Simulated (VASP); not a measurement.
```
CELL_PARAMETERS angstrom
      4.68031     0.00000     0.00000
      0.00000     7.26460     0.00000
      0.00000     0.00000     2.66429
ATOMIC_POSITIONS crystal
  Se 0.68813 0.39330 0.27034
  Se 0.31187 0.60670 0.27034
  Se 0.18813 0.10670 0.72966
  Se 0.81187 0.89330 0.72966
```

Computed with LDA (Ceperley-Alder, Perdew-Zunger), VASP's LDA PAW potentials (set 64) (plane waves; VASP 6.6.1). Numerical set-up: 400 eV cut-off, 7×5×13 Γ-centred mesh, tetrahedra with Blöchl corrections, potentials Se.

### Question
Estimate the energy per atom (σ→0), band gap (on the k-mesh) with the smallest direct gap where there is one.

### Answer

| Property | Result |
|---|---|
| band gap (on the k-mesh) | none (metal, semimetal or under 0.01 eV) |
| energy per atom (σ→0) | -4.011 eV/atom |

Only differences to runs with the same potentials and settings are physical.

The structure comes from a computed database's Se entry (P2_12_12); how it stands against other phases isn't given here. It was relaxed first, which changed the volume by -14 %.
